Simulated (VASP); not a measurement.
## PmS: single point with PBEsol+U

PmS:

```
Pm S
1.0
     1.87757    3.25204    0.00000
    -5.63270    3.25204    0.00000
     0.00000    0.00000    3.66483
Pm S
2 2
Cartesian
  0.0000 0.0000 0.0000
  -1.8776 3.2520 0.0000
  -3.7551 4.3361 1.8324
  -1.8776 1.0840 1.8324
```

The cell comes from a database or a generator and needn't be the stable form of this composition.

```
Program             : VASP 6.6.1
Task                : single point
Functional          : PBEsol
Potentials or basis : VASP PAW PBE potentials, release 64 (Pm, S)
Cutoff              : 520 eV
k mesh              : 5 × 3 × 5
Occupations         : gaussian, width 0.05 eV
Spin                : collinear spin, antiferromagnetic start
Starting moments    : [4.0, -4.0, 0.0, 0.0] μB
Hubbard terms       : Pm f U = 7 eV
```

```json
{"Pressure": "11.7 GPa", "Largest force": "0.042 eV/Å", "Band gap on the k mesh": "0.08 eV", "Net moment": "0.00 μB per cell", "Site moments": "Pm +4.85, -4.85; S -0.02, +0.02 μB", "Valence electrons inside the program's atomic spheres": "Pm 12.73; S 3.80"}
```

Forces in eV/Å, atoms in the order of the input:
```
Pm   0.036 -0.021  0.000
Pm   0.036 -0.021  0.000
S   -0.036  0.021  0.000
S   -0.036  0.021  0.000
```

Stress tensor (GPa, compression positive):
```
12.95 -0.10  0.00
-0.10 12.83  0.00
 0.00  0.00  9.23
```

Levels at points of the mesh, in eV from the valence-band top:
Spin up:
```tsv
k point	band 17	band 18	band 19	band 20	band 21	band 22	band 23	band 24	band 25
(0.00, 0.00, 0.00)	-0.82	-0.48	-0.46	-0.20	-0.16	0.08	0.34	2.80	4.75
```
Spin down:
```tsv
k point	band 19	band 20	band 21	band 22	band 23	band 24
(0.00, 0.00, 0.00)	-0.46	-0.20	-0.16	0.08	0.34	2.80
```

Eigenvalues of the final occupation matrices:
| site | spin | trace | eigenvalues |
| --- | --- | --- | --- |
| site 1 f | 1 | 4.84 | 0.00 0.00 0.95 0.96 0.96 0.97 0.98 |
| site 1 f | 2 | 0.01 | 0.00 0.00 0.00 0.00 0.00 0.00 0.00 |
| site 2 f | 1 | 0.01 | 0.00 0.00 0.00 0.00 0.00 0.00 0.00 |
| site 2 f | 2 | 4.84 | 0.00 0.00 0.95 0.96 0.96 0.97 0.98 |

It took 7 min on 1 thread of AMD EPYC 7R43 64-Core Processor (Zen 3), with other jobs on the host, peak memory 0.21 GiB.

Caveat: the magnetic or orbital state may not be the lowest; the PAW data sets were made with another functional, which shifts forces and pressure a little; spin-orbit coupling is left out, which moves the levels of the heavy elements; an odd mesh through Γ misses points on the zone boundary, where band edges often lie.
